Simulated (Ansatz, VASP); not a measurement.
# Ge: VASP beside Ansatz

Aim: how closely do two programs agree when they are given the same cell, functional and k mesh? The structure shown is frame 250 of Ansatz's trajectory.

Program: Ansatz 0.2.0. Level of theory: plane waves, with VASP 6.6.1 beside it; single point at PBE with D3(BJ). Results are calculated unless marked as measured.

## (1) The starting structure

The cell holds 48 atoms: 48 Ge. Cell: a = 10.111 Å, b = 10.111 Å, c = 10.111 Å, α = 90.0°, β = 90.0°, γ = 90.0°. As first built, before any earlier steps moved the atoms (in the runner's words): 48 atoms (48 Ge) placed at random at 5.6 g/cm^3 and pushed apart to contact distance.

## (2) Ansatz: dynamics, PBE with D3(BJ)

Ansatz runs on its default PAW (the set named soft_2) files.

One frame of this run of dynamics is then solved in both programs, so the motion causes no difference.

File input.yaml:

```yaml
crystal:
  lattice:
    - [10.1113, 0.0, 0.0]
    - [0.0, 10.1113, 0.0]
    - [0.0, 0.0, 10.1113]
  atoms:
    - { symbol: Ge, position: [0.51182, 0.95046, 0.14416] }
    - { symbol: Ge, position: [0.87967, 0.35713, 0.38573] }
    - { symbol: Ge, position: [0.7299, 0.44227, 0.55557] }
    - { symbol: Ge, position: [0.09458, 0.80863, 0.50331] }
    - { symbol: Ge, position: [0.36061, 0.82026, 0.32812] }
    - { symbol: Ge, position: [0.45247, 0.13434, 0.39949] }
    - { symbol: Ge, position: [0.25929, 0.26628, 0.78136] }
    - { symbol: Ge, position: [0.27584, 0.47759, 0.9694] }
    - { symbol: Ge, position: [0.90063, 0.67719, 0.54132] }
    - { symbol: Ge, position: [0.2966, 0.17815, 0.99857] }
    - { symbol: Ge, position: [0.5171, 0.11557, 0.62711] }
    - { symbol: Ge, position: [0.80094, 0.70725, 0.97695] }
    - { symbol: Ge, position: [0.04574, 0.50168, 0.4744] }
    - { symbol: Ge, position: [0.06874, 0.57848, 0.81366] }
    - { symbol: Ge, position: [0.56039, 0.26694, 0.84759] }
    - { symbol: Ge, position: [0.49225, 0.50894, 0.73832] }
    - { symbol: Ge, position: [0.18774, 0.83209, 0.72036] }
    - { symbol: Ge, position: [0.78744, 0.23884, 0.78436] }
    - { symbol: Ge, position: [0.17021, 0.05211, 0.84063] }
    - { symbol: Ge, position: [0.86238, 0.88352, 0.4304] }
    - { symbol: Ge, position: [0.28946, 0.028, 0.63313] }
    - { symbol: Ge, position: [0.71038, 0.81794, 0.25848] }
    - { symbol: Ge, position: [0.29882, 0.63559, 0.79378] }
    - { symbol: Ge, position: [0.93618, 0.0908, 0.51943] }
    - { symbol: Ge, position: [0.93724, 0.41939, 0.66881] }
    - { symbol: Ge, position: [0.03551, 0.70286, 0.01307] }
    - { symbol: Ge, position: [0.79932, 0.88944, 0.66029] }
    - { symbol: Ge, position: [0.22268, 0.77937, 0.13738] }
    - { symbol: Ge, position: [0.85134, 0.02012, 0.85156] }
    - { symbol: Ge, position: [0.17058, 0.40687, 0.29617] }
    - { symbol: Ge, position: [0.66397, 0.2596, 0.41911] }
    - { symbol: Ge, position: [0.08889, 0.26522, 0.46847] }
    - { symbol: Ge, position: [0.14422, 0.6587, 0.32612] }
    - { symbol: Ge, position: [0.69988, 0.6436, 0.41922] }
    - { symbol: Ge, position: [0.83915, 0.61448, 0.76184] }
    - { symbol: Ge, position: [0.34014, 0.56609, 0.18005] }
    - { symbol: Ge, position: [0.95598, 0.23983, 0.194] }
    - { symbol: Ge, position: [0.02465, 0.23048, 0.78288] }
    - { symbol: Ge, position: [0.71118, 0.04152, 0.33814] }
    - { symbol: Ge, position: [0.43369, 0.65334, 0.48023] }
    - { symbol: Ge, position: [0.57808, 0.83775, 0.72901] }
    - { symbol: Ge, position: [0.39401, 0.44373, 0.37618] }
    - { symbol: Ge, position: [0.16543, 0.15694, 0.26885] }
    - { symbol: Ge, position: [0.32408, 0.30616, 0.55653] }
    - { symbol: Ge, position: [0.96786, 0.80881, 0.8067] }
    - { symbol: Ge, position: [0.66831, 0.52037, 0.8971] }
    - { symbol: Ge, position: [0.68202, 0.48023, 0.13064] }
    - { symbol: Ge, position: [0.48903, 0.21293, 0.13311] }
kpoints:
  mp_grid: { grid: [1, 1, 1] }
hamiltonian:
  xc: pbe
  dispersion: d3bj
scf:
  occupations: { method: fermi_dirac, width: 0.106 }
output:
  forces: true
  stress: true
md:
  timestep: 4.0
  n_steps: 750
  ensemble: nvt_nose_hoover
  temperature: 1845
  initial_velocities: maxwell_boltzmann
  seed: 7
  temperature_schedule:
    - { n_steps: 93, end_temperature: 1845 }
    - { n_steps: 93, end_temperature: 1230 }
```

Launch:

```console
> ansatz run input.yaml --threads 8 --pin off --max-ram 15360MiB --backend cpu --events-out ev --progress --plain --runs-dir out
```

Numbers of over 12 decimals in the logs are rounded to 6 here.

The program printed:

```text
Warning: md: disabling space-group detection — thermal motion breaks the input geometry's symmetry, so no spatial operation reduces the k-mesh or symmetrises the density; time reversal is kept, so that k and −k are solved as one point where they differ and the mesh holds both, and exact exchange and, on two spinor components, a DFT+U term hold to it where the run has them: on two components no moment then forms, and  [...]
Warning: output.stress: scf.convergence.dr2_threshold = 4.8e-8 eV (the default of an md: trajectory) is looser than the 4.8e-9 eV advised for a printed stress (1e-10 eV for each atom of the cell: 48). What an SCF threshold leaves in a stress goes as its square root, and in the free energy as the threshold itself, and one threshold admits the most on a small cell: [figures from the program's tests cut] Set scf.converg [...]
band count auto-derived: 405 (N_el = 672.0; filled up to band 336; 404 by the electrons, moments and atoms)
Engine: ansatz 0.2.0, aarch64-unknown-linux-gnu
Pseudopotentials: kind: paw
Pseudopotential: Ge, paw, valence charge 14, recommended cutoff 420 eV (normal), Ge.paw.azcp
Functional definition: PBE
  parameter kappa = 0.804
  parameter beta = 0.066725
  exchange = pbe_x(kappa = kappa, mu = beta*pi^2/3)
  correlation = pbe_c(beta = beta)
Crystal: 48 atoms, lattice volume = 1033.763 Å³
Basis set: ecut = 420 eV, 20197 PW (Γ), exchange–correlation on 144×144×144 points (8 copies of the dense FFT grid, shifted against one another)
Bands: 405, of which v1, the nominal top of the filled ones, is band 336 counted from 1 (335 counted from 0)
Symmetry: 1 space group operations
k-points: 1
Non-local potential: Ge, projectors of the file, l = 0: 2, l = 1: 2, l = 2: 3, l = 3: 1
PAW form: soft (Blöchl's): semilocal exchange-correlation on the pseudo side does not see the compensation charge
PAW one-centre angular grid: Ge, 590 points (default); XC on 64 Gauss nodes
Initial density: superposition of atomic densities (neutral atoms: chi_scale 0, normalization atom), corrected by the library's trained network
Initial wavefunctions: pseudopotential atomic-orbital guess
Functional: x = pbe(κ = 0.804, μ = 0.219515), c = pbe(β = 0.066725)
SCF iter   1: F=—  HF=-206133.180470 eV  |F-HF|=—  |Δ(HF+E_count)|=         —  Δρ=6.52e-3  dr2=1.16e0  ethr=1.77e-3  ⟨swp⟩=6.0  Hψ=1442  notcnv=0
preconditioner: auto → LDOS  [metal: Δε(μ)=0.052 eV  Ē_g=22.271 eV  σ=0.106 eV  W_gap=0.12  n_scr=256 (ndim 8)  ℏωp=29.9 eV  f_vac=0.085  D(μ)=27.34/eV (n_scr^D=178)  β→1.0]
SCF iter   2: F=—  HF=-206132.948355 eV  |F-HF|=—  |Δ(HF+E_count)|=   2.32e-1  Δρ=3.31e-3  dr2=2.02e-1  ethr=1.73e-4  ⟨swp⟩=2.0  Hψ=595  notcnv=0  defer=27
SCF iter   3: F=—  HF=-206132.909282 eV  |F-HF|=—  |Δ(HF+E_count)|=   3.91e-2  Δρ=1.26e-3  dr2=4.55e-2  ethr=3.01e-5  ⟨swp⟩=2.0  Hψ=753  notcnv=0  defer=27
SCF iter   4: F=—  HF=-206132.899624 eV  |F-HF|=—  |Δ(HF+E_count)|=   9.66e-3  Δρ=4.36e-4  dr2=5.50e-3  ethr=6.78e-6  ⟨swp⟩=2.0  Hψ=515  notcnv=0  defer=27
SCF iter   5: F=—  HF=-206132.898681 eV  |F-HF|=—  |Δ(HF+E_count)|=   9.44e-4  Δρ=1.43e-4  dr2=6.91e-4  ethr=8.19e-7  ⟨swp⟩=2.0  Hψ=465  notcnv=0  defer=27
SCF iter   6: F=—  HF=-206132.898542 eV  |F-HF|=—  |Δ(HF+E_count)|=   1.39e-4  Δρ=4.37e-5  dr2=5.58e-5  ethr=1.03e-7  ⟨swp⟩=2.0  Hψ=515  notcnv=0  defer=27
SCF iter   7: F=—  HF=-206132.898931 eV  |F-HF|=—  |Δ(HF+E_count)|=   3.89e-4  Δρ=1.73e-5  dr2=6.57e-6  ethr=8.30e-9  ⟨swp⟩=3.0  Hψ=821  notcnv=0  defer=27
SCF iter   8: F=—  HF=-206132.898931 eV  |F-HF|=—  |Δ(HF+E_count)|=   2.69e-7  Δρ=5.73e-6  dr2=5.87e-7  ethr=9.77e-10  ⟨swp⟩=2.0  Hψ=716  notcnv=0  defer=27
SCF iter   9: F=—  HF=-206132.898931 eV  |F-HF|=—  |Δ(HF+E_count)|=   1.33e-8  Δρ=2.10e-6  dr2=8.75e-8  ethr=8.73e-11  ⟨swp⟩=2.0  Hψ=716  notcnv=0  defer=27
SCF iter  10: F=-206132.898931 eV  HF=-206132.898931 eV  |F-HF|=1.47e-8  |Δ(HF+E_count)|=   3.32e-9  Δρ=8.68e-7  dr2=1.89e-8  ethr=7.14e-12  ⟨swp⟩=4.0  Hψ=1137  notcnv=0
[...]
WARN: dispersion: an atom stands within reach of a switch of its C6 between two reference coordination numbers of its element: through that C6 alone, e_disp changes by 0.025 eV or more while the distances to its neighbours run over a stretch of 0.05 Å that contains this geometry (sites counted from 0 in the run's list of atoms or, in a supercell that it derives, in that cell's: here a list of 48) — site 1 (Ge): coordination number 3.668 (about 3.32 to 4.02 with every neighbour 0.05 Å farther or nearer), switch near 3.408 between the references 3.897 (weight 0.88) and 2.919 (weight 0.12), e_disp changing by some 0.05 eV; [rest of the remark cut]
iter 1 solved again at ethr=4.08e-6 eV; its pass at ethr=3.10e-3 eV (dr2=2.74e-2 eV) is discarded
SCF iter   1: F=—  HF=-206157.420284 eV  |F-HF|=—  |Δ(HF+E_count)|=         —  Δρ=1.55e-3  dr2=2.83e-2  ethr=4.08e-6  ⟨swp⟩=2.0  Hψ=2022  notcnv=0
preconditioner: auto → Kerker (q_TF=auto, 2.539 Å⁻¹)  [metal: Δε(μ)=0.045 eV  Ē_g=21.960 eV  σ=0.106 eV  W_gap=0.10  n_scr=256 (ndim 8)  ℏωp=29.9 eV  f_vac=0.007  D(μ)=19.51/eV (n_scr^D=92)]
SCF iter   2: F=—  HF=-206157.417895 eV  |F-HF|=—  |Δ(HF+E_count)|=   2.39e-3  Δρ=9.21e-4  dr2=1.08e-2  ethr=4.08e-6  ⟨swp⟩=1.0  Hψ=405  notcnv=0
SCF iter   3: F=—  HF=-206157.416439 eV  |F-HF|=—  |Δ(HF+E_count)|=   1.46e-3  Δρ=1.66e-4  dr2=3.32e-4  ethr=1.61e-6  ⟨swp⟩=2.0  Hψ=455  notcnv=0
SCF iter   4: F=—  HF=-206157.416292 eV  |F-HF|=—  |Δ(HF+E_count)|=   1.47e-4  Δρ=7.50e-5  dr2=9.21e-5  ethr=4.94e-8  ⟨swp⟩=2.0  Hψ=742  notcnv=0
SCF iter   5: F=—  HF=-206157.416226 eV  |F-HF|=—  |Δ(HF+E_count)|=   6.64e-5  Δρ=2.67e-5  dr2=2.05e-5  ethr=1.37e-8  ⟨swp⟩=2.0  Hψ=704  notcnv=0
SCF iter   6: F=—  HF=-206157.416639 eV  |F-HF|=—  |Δ(HF+E_count)|=   4.14e-4  Δρ=7.96e-6  dr2=2.55e-6  ethr=3.04e-9  ⟨swp⟩=2.0  Hψ=467  notcnv=0
SCF iter   7: F=—  HF=-206157.416639 eV  |F-HF|=—  |Δ(HF+E_count)|=   1.38e-7  Δρ=5.12e-6  dr2=6.24e-7  ethr=3.80e-10  ⟨swp⟩=2.0  Hψ=742  notcnv=0
SCF iter   8: F=—  HF=-206157.416639 eV  |F-HF|=—  |Δ(HF+E_count)|=   2.20e-7  Δρ=2.34e-6  dr2=1.72e-7  ethr=9.28e-11  ⟨swp⟩=2.0  Hψ=742  notcnv=0
SCF iter   9: F=-206157.416639 eV  HF=-206157.416639 eV  |F-HF|=9.43e-9  |Δ(HF+E_count)|=   6.00e-9  Δρ=7.62e-7  dr2=2.31e-8  ethr=7.14e-12  ⟨swp⟩=4.0  Hψ=1107  notcnv=0
WARN: dispersion: an atom stands within reach of a switch of its C6 between two reference coordination numbers of its element: through that C6 alone, e_disp changes by 0.025 eV or more while the distances to its neighbours run over a stretch of 0.05 Å that contains this geometry (sites counted from 0 in the run's list of atoms or, in a supercell that it derives, in that cell's: here a list of 48) — site 1 (Ge): coordination number 3.654 (about 3.30 to 4.01 with every neighbour 0.05 Å farther or nearer), switch near 3.408 between the references 3.897 (weight 0.87) and 2.919 (weight 0.13), e_disp changing by some 0.05 eV; [rest of the remark cut]
SCF 751 converged in 9 iterations: F = -206157.416639 eV  dr2 = 2.31e-8
md step   750: t =  3000.00 fs  T =  1166.0 K (target 1230.0 K)  F+E_penalty+E_count = -206157.41663917 eV  E_kin = 7.083923 eV  conserved = -206121.72737241 eV  P_inst = 1.1542 GPa  (9 SCF iters)
SCF converged after 9 iterations
Free energy (F): -206157.416639 eV
Harris-Foulkes:  -206157.416639 eV  (|F-HF|=9.43e-9)
Internal energy: -206156.699921 eV  (E = F + TS)
E sigma→0 (E₀):  -206157.058280 eV
Entropy (-TS):   -0.716718 eV (-14.932 meV/atom)
Fermi energy:    9.397526 eV
--- Per-component energies (eV) ---
  E_band       = -6738.238555
  E_kinetic    = 5285.923789
  E_local      = -112966.114506  (includes V_loc(G=0)·N_el)
  E_nonlocal   = 19958.092341
  E_hartree    = 49411.538100
  E_xc         = -3617.590922
  E_vxc        = -3082.579811  (∫ρ·V_xc dr)
  E_paw        = -96810.269663  (= ΣΔE_a)
  E_vpaw       = -14756.652421  (= ΣTr[D̂ρ^β])
  E_aug_tail   = 0.014863  (compensation charges beyond the density's cutoff)
  E_ewald      = -67402.624283
  E_disp       = -15.669639  (pairwise vdW)
  E_smearing   = -0.716718  (= −TS)
  E_closure    = -0.000000  (closes the sum)
  Σ components = -206157.416639   (vs F -206157.416639, Δ=0.00e0)
--- Forces (eV/Å), atoms counted from 1 ---
  atom   1  Ge    -0.84722261    -0.50289825    -1.01039202
  atom   2  Ge    -0.45488904     0.31653167    -1.19629254
  atom   3  Ge     0.04245047     0.23281910    -0.43785858
  atom   4  Ge     0.10635137     1.38557616     2.09589021
  atom   5  Ge     1.09994235     1.06873530    -0.36404376
  atom   6  Ge    -1.28774457    -0.30155124     0.20224743
  atom   7  Ge     0.07573518    -1.46658020    -0.26584028
  atom   8  Ge    -1.20674060    -0.27120502    -0.59134374
  atom   9  Ge    -0.06059279    -1.01545317     0.53976110
  atom  10  Ge    -0.88967761     0.18206702     1.60975977
  atom  11  Ge    -0.17849553     0.62485500     0.16274637
  atom  12  Ge     0.77079817    -0.45098595    -0.39222876
  atom  13  Ge    -0.02818925     0.83657906     0.04963119
  atom  14  Ge    -0.01040513    -0.94152962     1.31636089
  atom  15  Ge    -1.89518802     0.64346207     2.18351156
  atom  16  Ge    -0.18520741     1.54363166     0.05296154
  atom  17  Ge     0.25122947     0.60901773    -0.55655171
  atom  18  Ge     0.84917059    -0.13412349     0.70986903
  atom  19  Ge     1.85283327    -0.17334166    -0.49617406
  atom  20  Ge    -0.45892391    -0.52049438    -0.48212111
  atom  21  Ge     1.38492132    -1.91978559    -1.89310750
  atom  22  Ge    -0.12050797    -0.27404325     0.48203970
  atom  23  Ge     1.02953078    -0.69736408    -0.01104331
  atom  24  Ge     0.06169592     0.11244005     0.95361329
[...]
atom  41  Ge     0.35368347     0.72384426    -0.48873986
  atom  42  Ge    -0.31288308     0.81157054    -0.58121213
  atom  43  Ge    -1.34615221     0.34631836    -0.59916287
  atom  44  Ge    -0.62115809     0.60663318     0.55237512
  atom  45  Ge     0.46477182    -0.07787133    -0.52060741
  atom  46  Ge    -0.79476166    -0.37737626    -0.10512505
  atom  47  Ge    -0.31142325    -1.08640933    -0.78210740
  atom  48  Ge     1.43019709     0.11607589    -0.74128259
  max |Σ_I F_I| component: 5.71e-6 eV/Å
--- Stress (GPa, compression-positive) ---
        1.227686      -0.348127      -0.531448
       -0.348127      -0.655066       1.405910
       -0.531448       1.405910       0.647547
  P = ⅓ Tr σ = 0.4067 GPa (4.067 kbar)
--- MD trajectory: 750 steps, t = 0.0 → 3000.0 fs ---
  final state: T = 1166.0 K   F+E_penalty+E_count = -206157.41663917 eV   E_kin = 7.083923 eV
  conserved energy: peak-to-peak 7.627e-2 eV (1.589e-3 eV/atom) over 3000.0 fs
```

In the SCF lines HF is the Harris–Foulkes energy and dr2 the Hartree energy of the density residual, in eV; the loop may stop once dr2 is under the threshold and the program's other checks hold. Hψ counts applications of the Hamiltonian.

[end of part 1 of 2]

[Lines on the potential files, build, host, timing and source positions are cut from VASP's logs without a mark.]

[Logs are printed without paths, hosts, clocks, repeated set-up lines and the standing remarks that a program may print on its own settings, such as how far it seeks lower states.]

[Hosts, paths, dates, database ids (printed as entryN), source tags and the programs' standing remarks are cut or masked in the printed files.]
